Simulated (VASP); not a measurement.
Data:

```
NaI
1.0
    0.00000     3.23500     3.23500
    3.23500     0.00000     3.23500
    3.23500     3.23500     0.00000
Na I
1 1
Direct
  0.00000   0.00000   0.00000
  0.50000   0.50000   0.50000
```

Computed with G0W0 on PBE orbitals, VASP's PBE PAW potentials (set 64) (plane waves; VASP). Settings: PREC = Normal, 500 eV cut-off, 4×4×4 Γ-centred mesh, Gaussian smearing of 0.010 eV, potentials Na_sv_GW I_GW.

The mesh is coarse and the basis finite, so the quasiparticle values are not converged.

NBANDS = 160, ENCUTGW = 200 eV, NOMEGA = 64. The PBE levels (eV) that the step starts from are:

```
state                           KS energy  filling
------------------------------  ---------  -------
k1 (0.00, 0.00, 0.00), band 5      -10.23        2
k1 (0.00, 0.00, 0.00), band 6        0.79        2
k1 (0.00, 0.00, 0.00), band 7        0.79        2
k1 (0.00, 0.00, 0.00), band 8        0.79        2
k1 (0.00, 0.00, 0.00), band 9        4.43        0
k1 (0.00, 0.00, 0.00), band 10       8.75        0
k1 (0.00, 0.00, 0.00), band 11       8.75        0
k1 (0.00, 0.00, 0.00), band 12       8.75        0
k3 (0.50, 0.00, 0.00), band 5       -9.91        2
k3 (0.50, 0.00, 0.00), band 6       -1.39        2
k3 (0.50, 0.00, 0.00), band 7        0.51        2
k3 (0.50, 0.00, 0.00), band 8        0.51        2
k3 (0.50, 0.00, 0.00), band 9        5.88        0
k3 (0.50, 0.00, 0.00), band 10       8.26        0
k3 (0.50, 0.00, 0.00), band 11       8.26        0
k3 (0.50, 0.00, 0.00), band 12       9.54        0
```

**Question.** Give the quasiparticle energies and renormalisation factors Z.

**Answer.** 
| state | QP energy (eV) | Z |
|---|---|---|
| k1 (0.00, 0.00, 0.00), band 5 | -11.56 | 0.73 |
| k1 (0.00, 0.00, 0.00), band 6 | -0.67 | 0.79 |
| k1 (0.00, 0.00, 0.00), band 7 | -0.67 | 0.79 |
| k1 (0.00, 0.00, 0.00), band 8 | -0.67 | 0.79 |
| k1 (0.00, 0.00, 0.00), band 9 | 5.07 | 0.82 |
| k1 (0.00, 0.00, 0.00), band 10 | 9.36 | 0.81 |
| k1 (0.00, 0.00, 0.00), band 11 | 9.36 | 0.81 |
| k1 (0.00, 0.00, 0.00), band 12 | 9.36 | 0.81 |
| k3 (0.50, 0.00, 0.00), band 5 | -11.21 | 0.75 |
| k3 (0.50, 0.00, 0.00), band 6 | -3.04 | 0.77 |
| k3 (0.50, 0.00, 0.00), band 7 | -0.99 | 0.78 |
| k3 (0.50, 0.00, 0.00), band 8 | -0.99 | 0.78 |
| k3 (0.50, 0.00, 0.00), band 9 | 6.39 | 0.82 |
| k3 (0.50, 0.00, 0.00), band 10 | 8.96 | 0.81 |
| k3 (0.50, 0.00, 0.00), band 11 | 8.96 | 0.81 |
| k3 (0.50, 0.00, 0.00), band 12 | 10.49 | 0.78 |
On the mesh the gap opens from 3.64 to 5.75 eV.

The compound is NaI in the rock salt structure. The cell was not relaxed at this level. The k-mesh is coarse (spacing up to 0.42 per Å, 2π included), so the numbers may not be converged in it.
